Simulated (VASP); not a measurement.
GaP: energy against volume

GaP (zinc blende, F-43m, 19.574 Å³/atom and stress up to 0.16 GPa in the relaxed cell, cube axes along x, y and z) under an equal strain ε along all three axes. LDA in VASP (plane waves, PAW), 480 eV, 10×10×10 Γ-centred mesh, Gaussian smearing 0.05 eV; ions are relaxed, or left where forces stay under 0.02 eV/Å, within the symmetry of each cell.

Here V stands for volume and E for E less E0.

| volume (Å³/atom) | E less E0 (meV/atom) | pressure (GPa) |
|---|---|---|
| 17.8650 | ? | ? |
| 18.4233 | 22.79 | 6.44 |
| 18.7067 | 12.89 | 4.70 |
| 18.9930 | 5.88 | 3.08 |
| 19.2822 | 1.63 | 1.57 |
| 19.5744 | 0.00 | 0.16 |
| 19.8695 | 0.86 | -1.15 |
| 20.1675 | 4.09 | -2.37 |
| 20.4685 | 9.56 | -3.51 |
| 20.7725 | 17.16 | -4.56 |

The 9 complete rows are fitted with the third-order Birch-Murnaghan form, a cubic in V^(-2/3), E against V. With u = V^(-2/3) - 0.138, the rows have u = 0.005358, 0.003906, 0.002477, 0.001069, -0.000319, -0.001686, -0.003032, -0.004358, -0.005665. Least squares gives E = 0.152 + 681.9·u + 656056·u² + 994841·u³. Residuals (row less fit): -0.003, 0.006, -0.001, -0.002, -0.001, -0.002, 0.002, 0.002, -0.002; standard error 0.004 (degrees of freedom: 5). Its minimum lies at u = -0.000520, so V0 = (0.137480)^(-3/2) = 19.62. There d²E/du² = 1309000 and d³E/du³ = 5969000, so B0 = (4/9) × 19.62^(-7/3) × 1309000 × 0.160218 = 89.8 GPa (the last factor turns the table's units into GPa), and B0' = 4 + (2/3) × 0.137480 × (5969000)/1309000 = 4.4. B0' rests on the cubic coefficient alone and has a standard error of 0.1 from these residuals.

### Question
Estimate the missing E (V = 17.8650); what did the run itself give?

### Answer
u = 0.008329, so E = 0.152 + 681.9 × 0.008329 + 656056 × 0.008329² + 994841 × 0.008329³ = 51.918 meV/atom. The calculation gives 51.90 meV/atom, 0.018 meV/atom below the prediction (0.0 % of the range of E in the table). The row lies outside the fitted rows, so this is an extrapolation. The scatter of the fitted rows lies at the last printed digit.

Other structures, which can take over under pressure, weren't tried. The same form fitted to the pressure column gives B0' = 4.4; series where the two differ by over 0.4 aren't shown. Rows are the converged runs of the series near zero and its far end, less any whose ions stayed unrelaxed beside relaxed ones; series whose fitted rows scatter by over a few per cent of the range, as at a crossing or softening among them, aren't shown in this form.
